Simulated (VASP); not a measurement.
Given:

```
CELL_PARAMETERS angstrom
      0.00000     1.88045     1.88045
      1.88045     0.00000     1.88045
      1.88045     1.88045     0.00000
ATOMIC_POSITIONS crystal
  Ir 0.00000 0.00000 0.00000
```

Method: PBE GGA with D4 dispersion, VASP's PBE PAW potentials (set 64) (plane waves; VASP). Run with 520 eV cut-off, 16×16×16 Γ-centred mesh, first-order Methfessel-Paxton smearing of 0.10 eV, potentials Ir.

Q: Give the stress tensor in GPa (positive for a compressed cell).

A: 
```
28.09   0.00   0.00
 0.00  28.09   0.00
 0.00   0.00  28.09
```
The pressure is its mean diagonal, 28.09 GPa.

The compound is Ir in the fcc structure. This cell is one point of a volume scan, at 0.94 of the reference volume.
